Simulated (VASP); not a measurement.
These are PBE GGA with D4 dispersion, VASP's PBE PAW potentials (set 64) (plane waves; VASP) values and carry that method's errors.

Input for VASP

INCAR:
```
IBRION = 2
ENCUT = 520
LASPH = .TRUE.   # aspherical one-centre terms
ALGO = Normal
LREAL = .FALSE.   # projection in real space or not
NSW = 30   # most ionic steps
SYSTEM = ZnS
EDIFF = 1E-7
LCHARG = .FALSE.
LMAXMIX = 4   # l cut-off of mixed one-centre charges
NELM = 100
PREC = Accurate
EDIFFG = -0.01   # ionic stop
ISMEAR = 0
GGA = PE
ISIF = 4
LWAVE = .FALSE.
SIGMA = 0.05   # width (eV)
IVDW = 13
```

### KPOINTS
```
Automatic mesh
0
Gamma
7 7 4
0 0 0
```

File POSCAR:
```
ZnS
1
    1.9391756069    -3.3587506332     0.0000000000
    1.9391756069     3.3587506332     0.0000000000
    0.0000000000     0.0000000000     6.3538728168
Zn S
2 2
Direct
  0.6666670000   0.3333330000   0.5001556216
  0.3333330000   0.6666670000   0.0001556216
  0.6666670000   0.3333330000   0.8748443784
  0.3333330000   0.6666670000   0.3748443784
```

POTCAR, in this order: Zn S (PBE.64 set). Program: vasp_std.

Output

File OUTCAR:
```
 ion  position               nearest neighbor table
   1  0.667  0.333  0.500-   4 2.38   4 2.38   4 2.38   3 2.38
   2  0.333  0.667  0.000-   3 2.38   3 2.38   3 2.38   4 2.38
   3  0.667  0.333  0.875-   2 2.38   2 2.38   2 2.38   1 2.38
   4  0.333  0.667  0.375-   1 2.38   1 2.38   1 2.38   2 2.38
  LATTYP: Found a hexagonal cell.
 ALAT       =     3.8783511768
 C/A-ratio  =     1.6382922864
 Subroutine PRICEL returns:
 Original cell was already a primitive cell.
 Subroutine GETGRP returns: Found 12 space group operations
The static configuration has the point symmetry C_3v.
 The point group associated with its full space group is C_6v.
The dynamic configuration has the point symmetry C_3v.
 Subroutine INISYM returns: Found 12 space group operations
 Subroutine IBZKPT returns following result:
 Found     24 irreducible k-points:

 Following reciprocal coordinates:
            Coordinates               Weight
  0.000000  0.000000  0.000000      1.000000
  0.142857  0.000000  0.000000      6.000000
  0.285714  0.000000  0.000000      6.000000
  0.428571  0.000000  0.000000      6.000000
  0.142857  0.142857  0.000000      6.000000
  0.285714  0.142857  0.000000     12.000000
  0.428571  0.142857  0.000000      6.000000
  0.285714  0.285714  0.000000      6.000000
  0.000000  0.000000  0.250000      2.000000
  0.142857  0.000000  0.250000     12.000000
  0.285714  0.000000  0.250000     12.000000
  0.428571  0.000000  0.250000     12.000000
  0.142857  0.142857  0.250000     12.000000
  0.285714  0.142857  0.250000     24.000000
  0.428571  0.142857  0.250000     12.000000
  0.285714  0.285714  0.250000     12.000000
  0.000000  0.000000  0.500000      1.000000
  0.142857  0.000000  0.500000      6.000000
  0.285714  0.000000  0.500000      6.000000
  0.428571  0.000000  0.500000      6.000000
...
```

OSZICAR:
```
       N       E                     dE             d eps       ncg     rms          rms(c)
DAV:   1     0.235548629328E+03    0.23555E+03   -0.17529E+04  1056   0.196E+03
DAV:   2     0.806708073552E+01   -0.22748E+03   -0.22145E+03  1116   0.374E+02
DAV:   3    -0.140225179850E+02   -0.22090E+02   -0.21971E+02  1248   0.118E+02
DAV:   4    -0.145314264581E+02   -0.50891E+00   -0.50840E+00  1244   0.186E+01
DAV:   5    -0.145411814596E+02   -0.97550E-02   -0.97541E-02  1278   0.249E+00    0.921E+00
DAV:   6    -0.136667819244E+02    0.87440E+00   -0.20127E+00  1656   0.423E+01    0.723E+00
DAV:   7    -0.136987421466E+02   -0.31960E-01   -0.18454E+00  1152   0.781E+00    0.321E+00
DAV:   8    -0.136836214063E+02    0.15121E-01   -0.12718E-01  1416   0.491E+00    0.104E+00
DAV:   9    -0.136840813359E+02   -0.45993E-03   -0.18225E-02  1474   0.274E+00    0.261E-01
DAV:  10    -0.136842881062E+02   -0.20677E-03   -0.17592E-03  1212   0.413E-01    0.166E-01
DAV:  11    -0.136845075825E+02   -0.21948E-03   -0.19392E-04  1236   0.923E-02    0.457E-02
DAV:  12    -0.136845497456E+02   -0.42163E-04   -0.52646E-05  1236   0.508E-02    0.180E-02
DAV:  13    -0.136845508245E+02   -0.10789E-05   -0.45680E-06  1444   0.188E-02    0.610E-03
DAV:  14    -0.136845514516E+02   -0.62718E-06   -0.16964E-06  1206   0.971E-03    0.255E-03
DAV:  15    -0.136845513508E+02    0.10081E-06   -0.99752E-08   906   0.281E-03    0.141E-03
DAV:  16    -0.136845513432E+02    0.75765E-08   -0.83471E-08   762   0.216E-03
   1 F= -.14844781E+02 E0= -.14844781E+02  d E =-.148448E+02
```

### OUTCAR
```
------------------------ aborting loop because EDIFF is reached ----------------------------------------
  Edisp (eV):   -1.16023
  FORCE on cell =-STRESS in cart. coord.  units (eV):
  Direction    XX          YY          ZZ          XY          YZ          ZX
  --------------------------------------------------------------------------------------
  Total      -2.04864    -2.04864    -1.99715     0.00000     0.00000     0.00000
  in kB     -39.65635   -39.65635   -38.65966     0.00000     0.00000     0.00000
  external pressure =      -39.32 kB  Pullay stress =        0.00 kB
  volume of cell :       82.77
      direct lattice vectors                 reciprocal lattice vectors
     1.939175607 -3.358750633  0.000000000     0.257841527 -0.148864877  0.000000000
     1.939175607  3.358750633  0.000000000     0.257841527  0.148864877  0.000000000
     0.000000000  0.000000000  6.353872817     0.000000000  0.000000000  0.157384327
  FREE ENERGIE OF THE ION-ELECTRON SYSTEM (eV)
  ---------------------------------------------------
  free  energy   TOTEN  =       -14.8447805844 eV

  energy  without entropy=      -14.8447805844  energy(sigma->0) =      -14.84478058

 reached required accuracy - stopping structural energy minimisation
```
(Selected blocks of OUTCAR.)

The compound is ZnS in the wurtzite structure, the high-temperature form. This cell is one point of a volume scan, at 1.06 of the reference volume.
